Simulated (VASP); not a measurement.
An input for Ansatz (written as the equivalent of a VASP run, and not itself run):

Ansatz 0.2 input:
```yaml
crystal:
  lattice:
    - [1.7827785, -3.0878629, 0.0000000]
    - [1.7827785, 3.0878629, 0.0000000]
    - [0.0000000, 0.0000000, 5.1421671]
  atoms:
    - { symbol: Se, position: [0.0000000, 0.2881249, 0.6666670] }
    - { symbol: Se, position: [0.7118751, 0.7118751, 0.0000000] }
    - { symbol: Se, position: [0.2881249, 0.0000000, 0.3333330] }
kpoints:
  mp_grid: { grid: [7, 7, 5] }
hamiltonian:
  xc: pbe
  pseudopotentials: { kind: paw }
scf:
  occupations: { method: gaussian, width: 0.05 }
  max_iter: 100
relax:
  max_steps: 40
  f_tol: 0.02
  cell: { p_target: 30 }
output: { forces: true, stress: true, eigenvalues: true }
```

Task: Write the VASP files for the same calculation (PBE).

Result: Several could match; the one computed here: 
File KPOINTS:
```
Automatic mesh
0
Gamma
7 7 5
0 0 0
```

### INCAR
```
# general
SYSTEM  = Se
PREC    = Accurate
ENCUT   = 500
LREAL   = .FALSE.
LASPH   = .TRUE.

# electronic loop
EDIFF   = 1E-6
NELM    = 100
ALGO    = Normal
LMAXMIX = 4

# smearing
ISMEAR  = 0
SIGMA   = 0.05

# functional
GGA     = PE

# ions
IBRION  = 2
NSW     = 40
ISIF    = 3
EDIFFG  = -0.02
PSTRESS = 300

# output
LWAVE   = .FALSE.
LCHARG  = .FALSE.
```

POSCAR:
```
Se
1.0
  1.7827785232  -3.0878629058   0.0000000000
  1.7827785232   3.0878629058   0.0000000000
  0.0000000000   0.0000000000   5.1421671415
Se
3
Direct
  0.0000000000   0.2881249062   0.6666670000
  0.7118750938   0.7118750938   0.0000000000
  0.2881249062   0.0000000000   0.3333330000
```

POTCAR, in this order: Se (PBE.64 set). Program: vasp_std.

What does not carry over: each code has its own PAW files, so the cut-off isn't converted (ENCUT is set for VASP's; basis.ecutwfc is left out, and Ansatz then takes the one that its files recommend); Ansatz stops its SCF on the density residual and VASP on the energy change (EDIFF).

The compound is Se in the trig structure. This run relaxes it under an external pressure of 30 GPa. Symmetry was kept, so distortions that lower it aren't found.
